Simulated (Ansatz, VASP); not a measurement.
# Cross-check of Al (Al wire along [110], 7 atoms a period) between VASP and Ansatz, part 2 of 2

Wanted: the spread between two codes on one cell, functional and k mesh. Of the first pair: The structure shown is the start of the Ansatz relaxation below; VASP solves that cell, so the two are compared at the walk's first step.

VASP 6.6.1 and Ansatz 0.2.0.

So far. Step 4 (Differences): The forces differ by 0.7 meV/Å r.m.s., which is 0.4 % of the r.m.s. force of 0.163 eV/Å (both taken over all components).

## (5) Ansatz: relaxation, PBE

Level of this step: Ansatz beside VASP: Kohn-Sham DFT, plane waves, PBE (Ansatz).

This run makes the geometry at which the two programs are then compared. The cell compared in this pair holds 353.04 Å³, against 387.49 Å³ for the pair before.

The structure compared here is the end of the Ansatz relaxation.

The input, input.yaml:

```yaml
crystal:
  lattice:
    - [10.84, 0.0, 0.0]
    - [0.0, 12.513, 0.0]
    - [0.0, 0.0, 2.856711396]
  atoms:
    - { symbol: Al, position: [0.5, 0.271717414, 0.0] }
    - { symbol: Al, position: [0.5, 0.500016894, 0.0] }
    - { symbol: Al, position: [0.313653137, 0.385867154, 0.5] }
    - { symbol: Al, position: [0.313653137, 0.614166634, 0.5] }
    - { symbol: Al, position: [0.686346863, 0.385867154, 0.5] }
    - { symbol: Al, position: [0.686346863, 0.614166634, 0.5] }
    - { symbol: Al, position: [0.5, 0.728316374, 0.0] }
kpoints:
  mp_grid: { grid: [1, 1, 29] }
scf:
  occupations: { method: fermi_dirac, width: 0.05 }
hamiltonian:
  xc: pbe
relax:
  cell: { fix: [a, b, alpha, beta, gamma] }
  max_steps: 60
```

Started as:

```console
ansatz run input.yaml --threads 4 --pin off --max-ram 16384MiB --backend cpu --events-out ev --progress --plain --runs-dir out
```

Numbers of over 12 decimals in the logs are rounded to 6 here.

The log of the run:

```text
[...]
Crystal: 7 atoms, lattice volume = 387.487 Å³
Basis set: ecut = 420 eV, 7569 PW (Γ), exchange–correlation on 150×180×40 points (8 copies of the dense FFT grid, shifted against one another)
Bands: 18, of which v1, the nominal top of the filled ones, is band 11 counted from 1 (10 counted from 0)
Symmetry: 8 space group operations
[...]
k-points: 15 of 29
[...]
- [10.84, 0.0, 0.0]
    - [0.0, 12.513, 0.0]
    - [0.0, 0.0, 2.602760]
  atoms:
    - { symbol: Al, position: [0.500000, 0.277371, 0.0] }
    - { symbol: Al, position: [0.500000, 0.500016894, 0.0] }
    - { symbol: Al, position: [0.301730, 0.391467, 0.5] }
    - { symbol: Al, position: [0.301730, 0.608567, 0.5] }
    - { symbol: Al, position: [0.698270, 0.391467, 0.5] }
    - { symbol: Al, position: [0.698270, 0.608567, 0.5] }
    - { symbol: Al, position: [0.500000, 0.722663, 0.0] }
[key lines of the parts left out:]
SCF converged after 5 iterations
Free energy (F): -3758.818281 eV
Fermi energy:    0.002027 eV
P = ⅓ Tr σ = 0.0521 GPa (0.521 kbar)
```

## (6) VASP: single point, PBE, relaxed cell, pair 2

The same cell, functional, mesh and smearing now go to VASP, with its own data sets.

The input, INCAR:

```
SYSTEM = Al
PREC = Accurate
ENCUT = 500
EDIFF = 1E-06
NELM = 120
ISMEAR = -1
SIGMA = 0.05
LREAL = .FALSE.
ALGO = Normal
GGA = PE
NBANDS = 17
LORBIT = 11
LWAVE = .FALSE.
LCHARG = .FALSE.
ISIF = 2
LASPH = .TRUE.
GGA_COMPAT = .FALSE.
KPAR = 2
```

The input, POSCAR:

```
Al
1.0
   10.8400000000      0.0000000000      0.0000000000
    0.0000000000     12.5130000000      0.0000000000
    0.0000000000      0.0000000000      2.6027601208
Al
7
Direct
    0.5000000000      0.2773710498      0.0000000000
    0.5000000000      0.5000168940      0.0000000000
    0.3017302844      0.3914667068      0.5000000000
    0.3017302844      0.6085670812      0.5000000000
    0.6982697156      0.3914667068      0.5000000000
    0.6982697156      0.6085670812      0.5000000000
    0.5000000000      0.7226627382      0.0000000000
```

The input, KPOINTS:

```
Automatic mesh
0
Gamma
1 1 29
0 0 0
```

Potentials, in the order of the species: Al (PBE family, release 64).

Started as:

```console
mpirun -np 2 vasp_std
```

The log of the run:

```text
[... set-up lines as in an earlier step ...]
 entering main loop
       N       E                     dE             d eps       ncg     rms          rms(c)
DAV:   1     0.604638419819E+02    0.60464E+02   -0.60915E+03   510   0.810E+02
DAV:   2    -0.207904679537E+02   -0.81254E+02   -0.76205E+02   708   0.127E+02
DAV:   3    -0.243670937749E+02   -0.35766E+01   -0.34967E+01   667   0.291E+01
DAV:   4    -0.244969656252E+02   -0.12987E+00   -0.12973E+00   876   0.666E+00
[...]
DAV:  16    -0.225268920734E+02   -0.23722E-04   -0.79138E-06   554   0.137E-02    0.155E-03
DAV:  17    -0.225268951742E+02   -0.31008E-05   -0.14619E-06   423   0.612E-03    0.994E-04
DAV:  18    -0.225268951287E+02    0.45541E-07   -0.38079E-07   380   0.359E-03
   1 F= -.22526895E+02 E0= -.22515487E+02  d E =-.228161E-01
```

OUTCAR, selected parts (step 6):

```text
  Total        0.5225354     -0.1624768     -0.1029921      0.0000000      0.0000000      0.0000000
  in kB        2.3713817     -0.7373560     -0.4674010      0.0000000      0.0000000      0.0000000
  external PRESSURE =       0.3888749 kB  Pullay stress =       0.0000000 kB

 POSITION                                       TOTAL-FORCE (eV/Angst)
 -----------------------------------------------------------------------------------
      5.42000      3.47074      0.00000         0.000000      0.000017     -0.000000
      5.42000      6.25671      0.00000         0.000000      0.000000     -0.000000
      3.27076      4.89842      1.30138         0.001674      0.001754     -0.000000
      3.27076      7.61500      1.30138         0.001674     -0.001754      0.000000
      7.56924      4.89842      1.30138        -0.001674      0.001754     -0.000000
      7.56924      7.61500      1.30138        -0.001674     -0.001754     -0.000000
      5.42000      9.04268      0.00000         0.000000     -0.000017     -0.000000
 -----------------------------------------------------------------------------------
    total drift:                               -0.000000      0.000000     -0.000000

  FREE ENERGIE OF THE ION-ELECTRON SYSTEM (eV)
  ---------------------------------------------------
  free  energy   TOTEN  =       -22.5268951287 eV

  energy  without entropy=      -22.5040789905  energy(sigma->0) =      -22.51548706

[... 1 part as in an earlier step ...]

[... 2 further parts left out ...]
[key lines of the parts left out:]
E-fermi :   0.0188
```

## (7) Comparison

What differs besides the data sets and the points named for the pairs above, as far as they apply: the cutoff is 420 eV in Ansatz and 500 eV in VASP; Ansatz's pressure holds a Pulay correction, VASP's none. Total energies have different zeros and are not compared.

Both answers:

| quantity | Ansatz | VASP | difference |
| --- | --- | --- | --- |
| pressure (GPa) | 0.05 | 0.04 | +0.01 |

At this near-relaxed geometry the largest component of a force difference is 2 meV/Å.

## (8) What came out

```
r.m.s. force difference (single point, PBE, start cell, pair 1)  : 0.71 meV/Å
difference in pressure (single point, PBE, relaxed cell, pair 2) : 0.013 GPa
```

**Reading.** The r.m.s. force difference is 0.71 meV/Å (single point, PBE, start cell, pair 1), within the 12 meV/Å picked in this series as the mark of a large difference. Such differences can come from data sets, numerical settings and the points named under the comparisons, not from the functional's error against experiment.

[Lines on the potential files, build, host, timing and source positions are cut from VASP's logs without a mark.]

[Logs are printed without paths, hosts, clocks, repeated set-up lines and the standing remarks that a program may print on its own settings, such as how far it seeks lower states.]

[Hosts, paths, dates, database ids (printed as entryN), source tags and the programs' standing remarks are cut or masked in the printed files.]
